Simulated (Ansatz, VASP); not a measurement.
# HfS2: VASP beside Ansatz

Wanted: the spread between two codes on one cell, functional and k mesh. The structure shown is the start of the Ansatz relaxation below; VASP solves that cell, so the two are compared at the walk's first step.

Calculated with Ansatz 0.2.0; plane waves, with VASP 6.6.1 beside it; single point at PBE with D3(BJ).

### 1. The starting structure

The cell holds 3 atoms: 1 Hf and 2 S. Cell: a = 3.640 Å, b = 3.640 Å, c = 33.000 Å, α = 90.0°, β = 90.0°, γ = 120.0°. Vacuum lies along c.

### 2. Ansatz: relaxation, PBE with D3(BJ)

Ansatz runs on its PAW soft_1 files.

The two programs are compared at the cell with which this relaxation starts, whose forces are those of its first step.

File input.yaml:

```yaml
crystal:
  lattice:
    - [3.64, 0.0, 0.0]
    - [-1.82, 3.1523324698, 0.0]
    - [0.0, 0.0, 33.0]
  atoms:
    - { symbol: Hf, position: [0.0, 0.0, 0.5] }
    - { symbol: S, position: [0.3333333333, 0.6666666667, 0.5439393939] }
    - { symbol: S, position: [0.6666666667, 0.3333333333, 0.4560606061] }
  periodic: [true, true, false]
kpoints:
  mp_grid: { grid: [6, 6, 1] }
hamiltonian:
  xc: pbe
  dispersion: d3bj
  pseudopotentials: { kind: paw, azcp: { folder: soft_1 } }
scf:
  occupations: { method: fermi_dirac, width: 0.02 }
relax:
  f_tol: 0.01
  max_steps: 100
  cell: {}
```

On the command line:

```
> ansatz run input.yaml --threads 3 --pin off --max-ram 92160MiB --backend cuda --events-out ev --progress --plain --runs-dir out --devices 1 --max-vram 13GiB
```

Numbers of over 12 decimals in the logs are rounded to 6 here.

Log:

```text
GPUs: using 1 of 1 available (devices: 1).
Engine: ansatz 0.2.0, x86_64-unknown-linux-gnu
Pseudopotentials: kind: paw
Pseudopotential: Hf, paw, valence charge 26, recommended cutoff 420 eV (normal), soft_1/Hf.paw.azcp
Pseudopotential: S, paw, valence charge 6, recommended cutoff 420 eV (normal), soft_1/S.paw.azcp
Functional definition: PBE
  parameter kappa = 0.804
  parameter beta = 0.066725
  exchange = pbe_x(kappa = kappa, mu = beta*pi^2/3)
  correlation = pbe_c(beta = beta)
device memory: the entry about to start is reckoned to put 2.9 GiB on a device that reports 57.9 GiB free (of which the cap on the GPU budget leaves the run 13.0 GiB)
GPU FFT provider: cuFFT
GPU libraries: cuBLAS 13.8.2, cuFFT 12.4.0, cuSOLVER 12.3.4
Crystal: 3 atoms, lattice volume = 378.658 Å³
Basis set: ecut = 420 eV, 7311 PW (Γ), exchange–correlation on 50×50×450 points (8 copies of the dense FFT grid, shifted against one another)
Bands: 23, of which v1, the nominal top of the filled ones, is band 19 counted from 1 (18 counted from 0)
Symmetry: 12 space group operations
Space group: P-3m1 (ITA 164), of the structure as read, at distance tolerance 7.2e-5 Å
k-points: 7 of 36
Non-local potential: Hf, projectors of the file, l = 0: 3, l = 1: 2, l = 2: 2, l = 3: 3
Non-local potential: S, projectors of the file, l = 0: 2, l = 1: 2, l = 2: 1
PAW form: soft (Blöchl's): semilocal exchange-correlation on the pseudo side does not see the compensation charge
PAW one-centre angular grid: Hf, 590 points (default); XC on 64 Gauss nodes
PAW one-centre angular grid: S, 110 points (default); XC on 64 Gauss nodes
Initial density: superposition of atomic densities (neutral atoms: chi_scale 0, normalization atom)
Initial wavefunctions: pseudopotential atomic-orbital guess
GPU buffer pool allocated for 140625 grid points (all kernels)
GPU transforms: local potential and band sums: pruned to the plane-wave sphere, on 25×25×225
Functional: x = pbe(κ = 0.804, μ = 0.219515), c = pbe(β = 0.066725)
SCF iter   1: F=—  HF=-17532.634914 eV  |F-HF|=—  |Δ(HF+E_count)|=         —  Δρ=2.26e-2  dr2=3.16e0  ethr=3.10e-3  ⟨swp⟩=16.0  Hψ=1301  notcnv=0
preconditioner: auto → Resta (q_TF=auto, 1.860 Å⁻¹)  ε∞=1.8  [insulator: Δε(μ)=2.249 eV  Ē_g=11.531 eV  σ=0.020 eV  W_gap=1.00  n_scr=18 (ndim 8)  ℏωp=10.5 eV  f_vac=0.795  D(μ)=0.00/eV (n_scr^D=0)  ε∞_Penn≈1.8  vacuum switching on, ρ_ref=9.6e-3 e/Å³]
SCF iter   2: F=—  HF=-17531.793442 eV  |F-HF|=—  |Δ(HF+E_count)|=   8.41e-1  Δρ=9.21e-3  dr2=4.44e-1  ethr=3.10e-3  ⟨swp⟩=4.0  Hψ=448  notcnv=0
SCF iter   3: F=—  HF=-17531.721556 eV  |F-HF|=—  |Δ(HF+E_count)|=   7.19e-2  Δρ=4.80e-3  dr2=9.39e-2  ethr=1.17e-3  ⟨swp⟩=4.3  Hψ=441  notcnv=0
SCF iter   4: F=—  HF=-17531.712944 eV  |F-HF|=—  |Δ(HF+E_count)|=   8.61e-3  Δρ=2.27e-3  dr2=1.47e-2  ethr=2.47e-4  ⟨swp⟩=3.3  Hψ=378  notcnv=0
SCF iter   5: F=—  HF=-17531.713966 eV  |F-HF|=—  |Δ(HF+E_count)|=   1.02e-3  Δρ=5.30e-4  dr2=9.25e-4  ethr=3.88e-5  ⟨swp⟩=3.4  Hψ=334  notcnv=0
SCF iter   6: F=—  HF=-17531.713960 eV  |F-HF|=—  |Δ(HF+E_count)|=   5.77e-6  Δρ=1.20e-4  dr2=4.17e-5  ethr=2.44e-6  ⟨swp⟩=3.3  Hψ=359  notcnv=0
SCF iter   7: F=—  HF=-17531.714106 eV  |F-HF|=—  |Δ(HF+E_count)|=   1.46e-4  Δρ=3.66e-5  dr2=4.01e-6  ethr=1.10e-7  ⟨swp⟩=3.1  Hψ=376  notcnv=0
SCF iter   8: F=—  HF=-17531.714105 eV  |F-HF|=—  |Δ(HF+E_count)|=   1.18e-6  Δρ=8.97e-6  dr2=2.27e-7  ethr=1.06e-8  ⟨swp⟩=3.1  Hψ=360  notcnv=0
SCF iter   9: F=-17531.714105 eV  HF=-17531.714105 eV  |F-HF|=1.09e-8  |Δ(HF+E_count)|=   7.82e-8  Δρ=2.20e-6  dr2=1.85e-8  ethr=2.63e-10  ⟨swp⟩=7.4  Hψ=863  notcnv=0
SCF 1 converged in 9 iterations: F = -17531.714105 eV  dr2 = 1.85e-8
  greatest PAW one-centre occupation: 0.999 electrons in one spin orbital (limit 2), on the Hf atom at site 0 (counted from 0), in its partial waves of l = 0
relax step   1: F+E_penalty+E_count = -17531.71410469 eV  Δ(F+E_penalty+E_count) = +0.000e0 eV  max|allowed force component| = 5.918e-2 eV/Å  Δτ_max = 0.0000 Å  P = -0.611 N/m  Ω = 378.658 Å³  fix = [c, alpha, beta]  reactions: c -0.000 N/m  (9 SCF iters, dr2 threshold 1.00e-7 eV, accepted)
[...]
relax step   3: F+E_penalty+E_count = -17531.71609700 eV  Δ(F+E_penalty+E_count) = -2.595e-5 eV  max|allowed force component| = 3.297e-2 eV/Å  Δτ_max = 0.0079 Å  P = +0.009 N/m  Ω = 374.318 Å³  energy of the carried Pulay correction = +1.563e-4 eV  fix = [c, alpha, beta]  (5 SCF iters, dr2 threshold 8.97e-8 eV, rejected (line search))
[...]
relax step   4: F+E_penalty+E_count = -17531.71621399 eV  Δ(F+E_penalty+E_count) = -1.429e-4 eV  max|allowed force component| = 4.804e-5 eV/Å  Δτ_max = 0.0038 Å  P = -0.001 N/m  Ω = 374.961 Å³  energy of the carried Pulay correction = +1.331e-4 eV  fix = [c, alpha, beta]  reactions: c -0.000 N/m  (8 SCF iters, accepted)
[...]
relax step   5: F+E_penalty+E_count = -17531.71607784 eV  Δ(F+E_penalty+E_count) = +1.362e-4 eV  max|allowed force component| = 7.206e-5 eV/Å  Δτ_max = 0.0000 Å  P = -0.002 N/m  Ω = 374.961 Å³  fix = [c, alpha, beta]  reactions: c -0.000 N/m  stress off target by 1.86e-3 N/m on what of the cell is left free  SCF on the basis re-selected at this cell (its energy is not comparable with the rows above)  (8 SCF iters)
basis re-selected at this cell: Δ(F+E_penalty+E_count) = +1.362e-4 eV, ΔP = -0.001 N/m vs the last step (what re-selecting the basis moved, of the pressure what is left beyond the Pulay correction that the steps carried, after the strain that the cell walked since its last selection, with what the two solves' SCF thresholds leave and, on support functions, any second-order correction that the steps lacked; it is no m [...]
SCF converged after 8 iterations
Free energy (F): -17531.716078 eV
Harris-Foulkes:  -17531.716078 eV  (|F-HF|=1.09e-10)
Internal energy: -17531.716078 eV  (E = F + TS)
E sigma→0 (E₀):  -17531.716078 eV
Fermi energy:    -5.736036 eV
--- Per-component energies (eV) ---
  E_band       = -790.054052
  E_kinetic    = 615.966954
  E_local      = -89878.990443  (includes V_loc(G=0)·N_el)
  E_nonlocal   = 130.049933
  E_hartree    = 44420.563522
  E_xc         = -443.790669
  E_vxc        = -419.383647  (∫ρ·V_xc dr)
  E_paw        = -8914.804383  (= ΣΔE_a)
  E_vpaw       = -78.823989  (= ΣTr[D̂ρ^β])
  E_aug_tail   = 0.000081  (compensation charges beyond the density's cutoff)
  E_ewald      = 36539.972744
  E_disp       = -0.683815  (pairwise vdW)
  E_smearing   = -0.000000  (= −TS)
  E_closure    = -0.000000  (closes the sum)
  Σ components = -17531.716078   (vs F -17531.716078, Δ=0.00e0)
--- Forces (eV/Å), atoms counted from 1 ---
  atom   1  Hf     0.00000000     0.00000000     0.00000000
  atom   2  S      0.00000000     0.00000000     0.00007206
  atom   3  S      0.00000000    -0.00000000    -0.00007206
  max |Σ_I F_I| component: 1.85e-17 eV/Å
--- 2D stress c σ (N/m, compression-positive) ---
       -0.001855      -0.000000       0.000000
        0.000000      -0.001855       0.000000
        0.000000       0.000000       0.000000
  P = ½ c Tr σ = -0.0019 N/m
--- Band table (eV; the first three rows and the last of 7) ---
  k-point 0: bands = [... 15 lower, -8.9666, -7.2548, -6.3414, -6.3414, -4.2908, -4.2908, -3.5763, -1.0338]
  k-point 1: bands = [... 15 lower, -8.8205, -7.8625, -6.9288, -6.8541, -4.4290, -3.5148, -3.0522, -1.4609]
  k-point 2: bands = [... 15 lower, -8.8885, -8.7048, -7.3858, -7.2490, -4.9391, -2.6014, -2.3729, -0.6274]
  k-point 6: bands = [... 15 lower, -9.7984, -8.2332, -8.2332, -8.1521, -3.5361, -2.7290, -2.7290, -0.4103]
--- Relaxed structure (4 steps of the walk, 3 accepted, 1 SCFs on fresh bases) ---
  F+E_penalty+E_count = -17531.71607784 eV   max|allowed force component| = 7.206e-5 eV/Å   (the final SCF, on the basis selected at the relaxed cell)
  cell:  # Å, volume = 374.9605 Å³
    - [3.622184, 0.0, 0.0]
    - [-1.811092, 3.136903, 0.0]
    - [0.0, 0.0, 33.0]
  atoms:
    - { symbol: Hf, position: [0, 0, 0.500000] }
    - { symbol: S, position: [0.333333, 0.666667, 0.544031] }
    - { symbol: S, position: [0.666667, 0.333333, 0.455969] }
```

### 3. VASP: single point, PBE with D3(BJ), start cell, pair 1

The same cell, functional, mesh and smearing now go to VASP, with its own data sets.

Lines of VASP's logs that name or quote its potential files are left out, and so is its time.

File INCAR:

```
SYSTEM = HfS2
PREC = Accurate
ENCUT = 400
EDIFF = 1E-06
NELM = 120
ISMEAR = -1
SIGMA = 0.02
LREAL = .FALSE.
ALGO = Normal
GGA = PE
IVDW = 12
NBANDS = 17
LASPH = .TRUE.
LORBIT = 11
LWAVE = .FALSE.
LCHARG = .FALSE.
ISIF = 2
LDIPOL = .TRUE.
IDIPOL = 3
DIPOL = 0.5 0.5 0.5
LVHAR = .TRUE.
GGA_COMPAT = .FALSE.
EFERMI = MIDGAP
NELMDL = -8
KPAR = 2
```

File POSCAR:

```
HfS2
1.0
    3.6400000000      0.0000000000      0.0000000000
   -1.8200000000      3.1523320000      0.0000000000
    0.0000000000      0.0000000000     33.0000000000
Hf S
1 2
Direct
    0.0000000000      0.0000000000      0.5000000000
    0.3333333862      0.6666667724      0.5439393939
    0.6666666138      0.3333332276      0.4560606061
```

File KPOINTS:

```
Automatic mesh
0
Gamma
6 6 1
0 0 0
```

Potentials, in the order of the species: Hf_pv and S (PBE family, release 64).

On the command line:

```
> mpirun -np 2 vasp_std
```

Log:

```text
[banner, memory and clock lines left out]
running    2 mpi-ranks, on    1 nodes
 distrk:  each k-point on    1 cores,    2 groups
 distr:  one band on    1 cores,    1 groups

 POSCAR found type information on POSCAR HfS
 POSCAR found :  2 types and       3 ions
 LDA part: xc-table for (Slater+PW92), standard interpolation
 POSCAR, INCAR and KPOINTS ok, starting setup
 FFT: planning ... GRIDC
 FFT: planning ... GRID_SOFT
 FFT: planning ... GRID
 WAVECAR not read
 entering main loop
       N       E                     dE             d eps       ncg     rms          rms(c)
DAV:   1     0.105489731678E+03    0.10549E+03   -0.82954E+03   302   0.739E+02
DAV:   2    -0.100314982932E+02   -0.11552E+03   -0.11076E+03   334   0.157E+02
DAV:   3    -0.245315752362E+02   -0.14500E+02   -0.14467E+02   295   0.559E+01
DAV:   4    -0.247968431581E+02   -0.26527E+00   -0.26459E+00   340   0.954E+00
DAV:   5    -0.248032163096E+02   -0.63732E-02   -0.63701E-02   332   0.141E+00
DAV:   6    -0.248034435274E+02   -0.22722E-03   -0.22709E-03   356   0.258E-01
DAV:   7    -0.248034533748E+02   -0.98475E-05   -0.98453E-05   348   0.502E-02
DAV:   8    -0.248034538917E+02   -0.51690E-06   -0.51700E-06   332   0.111E-02    0.484E+01
DAV:   9    -0.230210636463E+02    0.17824E+01   -0.50813E+00   292   0.107E+01    0.366E+01
DAV:  10    -0.230705933365E+02   -0.49530E-01   -0.25810E+00   296   0.908E+00    0.953E+00
DAV:  11    -0.229127662188E+02    0.15783E+00   -0.67683E-01   295   0.460E+00    0.261E+00
DAV:  12    -0.229117477108E+02    0.10185E-02   -0.50766E-02   335   0.135E+00    0.672E-01
DAV:  13    -0.229114282917E+02    0.31942E-03   -0.50605E-03   322   0.372E-01    0.330E-01
DAV:  14    -0.229111430553E+02    0.28524E-03   -0.50140E-04   345   0.123E-01    0.129E-01
[...]
DAV:  19    -0.229116119522E+02   -0.89056E-04   -0.53854E-06   333   0.764E-03    0.196E-02
DAV:  20    -0.229116635321E+02   -0.51580E-04   -0.57003E-07   289   0.271E-03    0.648E-03
DAV:  21    -0.229117085517E+02   -0.45020E-04   -0.14776E-06   278   0.453E-03    0.107E-02
DAV:  22    -0.229117238395E+02   -0.15288E-04   -0.30760E-07   282   0.201E-03    0.274E-03
DAV:  23    -0.229117289255E+02   -0.50860E-05   -0.99036E-08   258   0.121E-03    0.275E-04
DAV:  24    -0.229117321334E+02   -0.32079E-05   -0.73698E-08   247   0.756E-04    0.180E-04
DAV:  25    -0.229117331628E+02   -0.10294E-05   -0.16953E-08   274   0.378E-04    0.549E-04
DAV:  26    -0.229117336334E+02   -0.47064E-06   -0.55067E-09   227   0.209E-04
   1 F= -.23588682E+02 E0= -.23588682E+02  d E =-.232161E-14
```

Parts of OUTCAR (step 3):

```text
ion  position               nearest neighbor table
   1  0.000  0.000  0.500-   3 2.55   2 2.55   3 2.55   2 2.55   3 2.55   2 2.55
   2  0.333  0.667  0.544-   1 2.55   1 2.55   1 2.55
   3  0.667  0.333  0.456-   1 2.55   1 2.55   1 2.55

  LATTYP: Found a hexagonal cell.
 ALAT       =     3.6400000000
 C/A-ratio  =     9.0659340659

 Subroutine GETGRP returns: Found 12 space group operations
 (whereof 12 operations were pure point group operations)

The static configuration has the point symmetry D_3d.

 Found      7 irreducible k-points:

   k-points           NKPTS =      7   k-points in BZ     NKDIM =      7   number of bands    NBANDS=     17

   dimension x,y,z NGX =    24 NGY =   24 NGZ =  216
   dimension x,y,z NGXF=    48 NGYF=   48 NGZF=  432

   ENCUT  =  400.0 eV  29.40 Ry    5.42 a.u.   5.94  5.94 53.81*2*pi/ulx,y,z

   NELECT =      22.0000    total number of electrons

 k-points in reciprocal lattice and weights: Automatic mesh
   0.00000000  0.00000000  0.00000000       0.028
   0.16666667  0.00000000  0.00000000       0.167
   0.33333333  0.00000000  0.00000000       0.167
   0.50000000  0.00000000  0.00000000       0.083
   0.16666667  0.16666667  0.00000000       0.167
   0.33333333  0.16666667  0.00000000       0.333
   0.33333333  0.33333333  0.00000000       0.056

 dipolmoment           0.000000      0.000000     -0.000000 electrons x Angstroem

 average (electrostatic) potential at core
       1 -47.1849       2 -95.0206       3 -95.0206

 E-fermi :  -4.0554

 k-point     1 :       0.0000    0.0000    0.0000
  band No.  band energies     occupation
    ...
      7      -7.2724      2.00000
      8      -7.2724      2.00000
      9      -5.5611      2.00000
     10      -4.6954      2.00000
     11      -4.6954      2.00000
     12      -2.6178      0.00000
     13      -2.6178      0.00000
     14      -1.8990      0.00000
     15       0.6344      0.00000
     16       1.0183      0.00000
    ...

 k-point     2 :       0.1667    0.0000    0.0000
  band No.  band energies     occupation
    ...
      7      -7.7562      2.00000
      8      -7.1295      2.00000
      9      -6.1820      2.00000
     10      -5.2648      2.00000
     11      -5.1660      2.00000
     12      -2.7492      0.00000
     13      -1.8595      0.00000
     14      -1.3773      0.00000
     15       0.2003      0.00000
     16       0.9288      0.00000
    ...

 k-point     3 :       0.3333    0.0000    0.0000
  band No.  band energies     occupation
    ...
      7      -7.8649      2.00000
      8      -7.1692      2.00000
      9      -7.0069      2.00000
     10      -5.7196      2.00000
     11      -5.5540      2.00000
     12      -3.2386      0.00000
     13      -0.9658      0.00000
     14      -0.7268      0.00000
     15       1.0193      0.00000
     16       1.2333      0.00000
    ...

 Edisp (eV)   -0.67695

  Total      -0.70114    -0.70114    -0.38466     0.00000     0.00000     0.00000
  in kB      -2.96666    -2.96666    -1.62756     0.00000     0.00000     0.00000
  external pressure =       -2.52 kB  Pullay stress =        0.00 kB

  energy-cutoff  :      400.00
  volume of cell :      378.66
      direct lattice vectors                 reciprocal lattice vectors
     3.640000000  0.000000000  0.000000000     0.274725275  0.158612735  0.000000000
    -1.820000000  3.152332000  0.000000000     0.000000000  0.317225470  0.000000000
     0.000000000  0.000000000 33.000000000     0.000000000  0.000000000  0.030303030

 POSITION                                       TOTAL-FORCE (eV/Angst)
 -----------------------------------------------------------------------------------
      0.00000      0.00000     16.50000         0.000000      0.000000      0.000000
      0.00000      2.10155     17.95000        -0.000000     -0.000000     -0.123757
      1.82000      1.05078     15.05000         0.000000      0.000000      0.123757
 -----------------------------------------------------------------------------------
    total drift:                               -0.000000     -0.000000     -0.000000

  FREE ENERGIE OF THE ION-ELECTRON SYSTEM (eV)
  ---------------------------------------------------
  free  energy   TOTEN  =       -23.5886818809 eV

  energy  without entropy=      -23.5886818809  energy(sigma->0) =      -23.58868188

 vacuum level on the upper side and lower side of the slab         1.690         1.690

 total charge
# of ion       s       p       d       tot
------------------------------------------
    1        0.309   6.517   1.414   8.240
    2        1.341   2.427   0.000   3.768
    3        1.341   2.427   0.000   3.768
--------------------------------------------------
tot          2.990  11.371   1.414  15.775

[... 3 further parts left out ...]
```

### 4. Differences

Known differences besides the potentials themselves: Ansatz cuts the interaction across the vacuum, VASP repeats the sheet with a dipole correction; the data sets hold 38 valence electrons in Ansatz (on its PAW soft_1 files) and 22 in VASP; the cutoff is 420 eV in Ansatz and 400 eV in VASP. Total energies have different zeros and are not compared.

Forces (eV/Å; atoms numbered as in POSCAR):

| atom | Ansatz x, y, z | VASP x, y, z |
| --- | --- | --- |
| Hf1 | 0.000, 0.000, 0.000 | 0.000, 0.000, 0.000 |
| S2 | 0.000, 0.000, -0.059 | 0.000, 0.000, -0.124 |
| S3 | 0.000, 0.000, 0.059 | 0.000, 0.000, 0.124 |

The forces differ by 30 meV/Å r.m.s., which is 52.2 % of the r.m.s. force of 0.058 eV/Å (both taken over all components). With vacuum in the cell, a pressure given here is an average over mostly empty space and none of the material.

### 5. Ansatz: relaxation, PBE with D3(BJ)

The two programs are compared at the cell with which this relaxation starts, whose forces are those of its first step. This pair takes another cell of the material, with 6 atoms against 3 for the pair before.

The structure compared here is the start of the Ansatz relaxation; VASP solves that cell, so the two are compared at the walk's first step.

input.yaml, the sections that differ from step 2:

```yaml
crystal:
  lattice:
    - [3.64, 0.0, 0.0]
    - [-1.82, 3.1523324698, 0.0]
    - [0.0, 0.0, 44.8]
  atoms:
    - { symbol: Hf, position: [0.0, 0.0, 0.4341517857] }
    - { symbol: S, position: [0.3333333333, 0.6666666667, 0.4665178572] }
    - { symbol: S, position: [0.6666666667, 0.3333333333, 0.4017857142] }
    - { symbol: Hf, position: [0.0, 0.0, 0.5658482143] }
    - { symbol: S, position: [0.3333333333, 0.6666666667, 0.5982142858] }
    - { symbol: S, position: [0.6666666667, 0.3333333333, 0.5334821428] }
  periodic: [true, true, false]
# kpoints, hamiltonian, scf, relax: as in step 2
```

On the command line:

```
> ansatz run input.yaml --threads 3 --pin off --max-ram 92160MiB --backend cuda --events-out ev --progress --plain --runs-dir out --devices 1 --max-vram 13GiB
```

Log:

```text
GPUs: using 1 of 1 available (devices: 1).
[...]
GPU FFT provider: cuFFT
GPU libraries: cuBLAS 13.8.2, cuFFT 12.4.0, cuSOLVER 12.3.4
Crystal: 6 atoms, lattice volume = 514.057 Å³
Basis set: ecut = 420 eV, 9893 PW (Γ), exchange–correlation on 50×50×600 points (8 copies of the dense FFT grid, shifted against one another)
[...]
- [3.616617, 0, 0]
    - [-1.808308, 3.132082, 0]
    - [0, 0, 44.8]
  atoms:
    - { symbol: Hf, position: [3.4214353675993547e-19, 6.842870735198735e-19, 0.435453] }
    - { symbol: S, position: [0.333333, 0.666667, 0.467866] }
    - { symbol: S, position: [0.666667, 0.333333, 0.402975] }
    - { symbol: Hf, position: [-3.421435367599381e-19, -6.842870735198731e-19, 0.564547] }
    - { symbol: S, position: [0.333333, 0.666667, 0.597025] }
    - { symbol: S, position: [0.666667, 0.333333, 0.532134] }
[key lines of the parts left out:]
SCF converged after 9 iterations
Free energy (F): -35063.696560 eV
Fermi energy:    -5.755080 eV
P = ½ c Tr σ = -0.0181 N/m
```

[end of part 1 of 2]

[Lines on the potential files, build, host, timing and source positions are cut from VASP's logs without a mark.]

[Logs are printed without paths, hosts, clocks, repeated set-up lines and the standing remarks that a program may print on its own settings, such as how far it seeks lower states.]

[Hosts, paths, dates, database ids (printed as entryN), source tags and the programs' standing remarks are cut or masked in the printed files.]
